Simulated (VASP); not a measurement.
Level of theory: LDA (Ceperley-Alder, Perdew-Zunger), VASP's LDA PAW potentials (set 64) (plane waves; VASP).

The input files of a VASP run:

### INCAR
```
SYSTEM  =  Tl
PREC  =  Accurate; ENCUT  =  300; LREAL  =  F
LASPH  =  T
EDIFF  =  1E-6; NELM  =  100; ALGO  =  Normal
LMAXMIX  =  4
ISMEAR  =  0; SIGMA  =  0.05
ISIF  =  2
LWAVE  =  F; LCHARG  =  F
```

**POSCAR**
```
Tl
1.0
  3.5893390000   0.0000000000   0.0000000000
  1.7946690000  11.9365580000   0.0000000000
  0.0000000000   0.0000000000  22.5567000000
Tl
12
Cart
  2.6172275022   1.1549813521   8.4669054687
  4.4118967353   7.5280051607   6.9999981543
  2.6172237738   4.4764002349   7.2444902256
  4.4118948467   9.7701085327   9.6892981551
  0.8225580361   0.3454917348  11.4006073140
  2.6172272692   6.7185155434   9.9336999996
  0.8225543077   3.6669106176  10.1781920709
  2.6172253806   8.9606189153  12.6230000004
  4.4118965700  11.4725601174  14.3343091593
  4.4118968031   5.9090259261  12.8674920717
  2.6172256363   2.8574329368  13.1118939162
  4.4118949145   8.1511292980  15.5567018457
```

File KPOINTS:
```
Automatic
0
Gamma
5 5 1
0.5 0 0
```

POTCAR, in this order: Tl_d (LDA.64 set). Program: vasp_std.

Output

### OSZICAR
```
       N       E                     dE             d eps       ncg     rms          rms(c)
DAV:   1     0.514168510088E+03    0.51417E+03   -0.59590E+04  3394   0.890E+02
DAV:   2    -0.665745980195E+01   -0.52083E+03   -0.50637E+03  2681   0.196E+02
DAV:   3    -0.313282764349E+02   -0.24671E+02   -0.24265E+02  2703   0.321E+01
DAV:   4    -0.319919302474E+02   -0.66365E+00   -0.66036E+00  2716   0.455E+00
DAV:   5    -0.320327555941E+02   -0.40825E-01   -0.40816E-01  2973   0.111E+00    0.555E+00
DAV:   6    -0.313309934419E+02    0.70176E+00   -0.16151E+00  2607   0.693E+00    0.342E+00
DAV:   7    -0.312674383603E+02    0.63555E-01   -0.67713E-01  2692   0.340E+00    0.192E+00
DAV:   8    -0.312672371778E+02    0.20118E-03   -0.65767E-01  2679   0.403E+00    0.990E-01
DAV:   9    -0.312195398704E+02    0.47697E-01   -0.33583E-01  2664   0.261E+00    0.319E-01
DAV:  10    -0.312157097153E+02    0.38302E-02   -0.32018E-02  2642   0.891E-01    0.166E-01
DAV:  11    -0.312161056127E+02   -0.39590E-03   -0.57328E-03  2668   0.281E-01    0.101E-01
DAV:  12    -0.312169630867E+02   -0.85747E-03   -0.10778E-03  2592   0.104E-01    0.486E-02
DAV:  13    -0.312178851051E+02   -0.92202E-03   -0.50549E-04  2636   0.642E-02    0.311E-02
DAV:  14    -0.312190225759E+02   -0.11375E-02   -0.40735E-04  2543   0.441E-02    0.188E-02
DAV:  15    -0.312196318987E+02   -0.60932E-03   -0.14564E-04  2494   0.273E-02    0.101E-02
DAV:  16    -0.312199421494E+02   -0.31025E-03   -0.43847E-05  1889   0.122E-02    0.647E-03
DAV:  17    -0.312201728412E+02   -0.23069E-03   -0.25948E-05  1864   0.110E-02    0.407E-03
DAV:  18    -0.312203368267E+02   -0.16399E-03   -0.18155E-05  1848   0.798E-03    0.228E-03
DAV:  19    -0.312204142562E+02   -0.77429E-04   -0.85032E-06  1720   0.438E-03    0.159E-03
DAV:  20    -0.312204891865E+02   -0.74930E-04   -0.52455E-06  1651   0.298E-03    0.957E-04
DAV:  21    -0.312205227556E+02   -0.33569E-04   -0.20311E-06  1617   0.159E-03    0.482E-04
DAV:  22    -0.312205379340E+02   -0.15178E-04   -0.99976E-07  1606   0.144E-03    0.255E-04
DAV:  23    -0.312205413812E+02   -0.34472E-05   -0.12986E-07  1599   0.741E-04    0.134E-04
DAV:  24    -0.312205437785E+02   -0.23973E-05   -0.14043E-07  1520   0.445E-04    0.796E-05
DAV:  25    -0.312205441920E+02   -0.41347E-06   -0.11767E-08  1503   0.268E-04
   1 F= -.31220544E+02 E0= -.31211379E+02  d E =-.183301E-01
```

### OUTCAR
```
------------------------ aborting loop because EDIFF is reached ----------------------------------------
  FORCE on cell =-STRESS in cart. coord.  units (eV):
  Direction    XX          YY          ZZ          XY          YZ          ZX
  --------------------------------------------------------------------------------------
  Total      -11.6326712    -16.2409963     -9.9596190      0.0000007      0.1435461     -0.0000000
  in kB      -19.2850550    -26.9248998    -16.5114097      0.0000011      0.2379758     -0.0000000
  external PRESSURE =     -20.9071215 kB  Pullay stress =       0.0000000 kB
  volume of cell :      966.43
      direct lattice vectors                 reciprocal lattice vectors
     3.589339000  0.000000000  0.000000000     0.278602829 -0.041888111  0.000000000
     1.794669000 11.936558000  0.000000000     0.000000000  0.083776244  0.000000000
     0.000000000  0.000000000 22.556700000     0.000000000  0.000000000  0.044332726
 POSITION                                       TOTAL-FORCE (eV/Angst)
 -----------------------------------------------------------------------------------
      2.61723      1.15498      8.46691        -0.000000      0.217739      0.405103
      4.41190      7.52801      7.00000         0.000000     -0.136834      0.409399
      2.61722      4.47640      7.24449        -0.000000      0.002552      0.348077
      4.41189      9.77011      9.68930        -0.000000      0.018759      0.032941
      0.82256      0.34549     11.40061         0.000000     -0.012926      0.063007
      2.61723      6.71852      9.93370         0.000000     -0.085812      0.119525
      0.82255      3.66691     10.17819        -0.000000      0.038527     -0.008762
      2.61723      8.96062     12.62300         0.000000     -0.057036     -0.074838
      4.41190     11.47256     14.33431         0.000000     -0.123288     -0.391665
      4.41190      5.90903     12.86749        -0.000000      0.063799     -0.129538
      2.61723      2.85743     13.11189         0.000000     -0.069330     -0.237702
      4.41189      8.15113     15.55670        -0.000000      0.143851     -0.535547
 -----------------------------------------------------------------------------------
    total drift:                                0.009306      0.000414      0.001327
  FREE ENERGIE OF THE ION-ELECTRON SYSTEM (eV)
  ---------------------------------------------------
  free  energy   TOTEN  =       -31.2205441920 eV

  energy  without entropy=      -31.2022141297  energy(sigma->0) =      -31.21137916
```
(Selected blocks of OUTCAR.)

At this cut-off the stress carries a Pulay error, which pulls relaxed volumes low. The cell holds a wide vacuum, so values per volume refer to the whole cell.

The cell is a sheet with vacuum, built from a database entry that may be metastable or hypothetical.
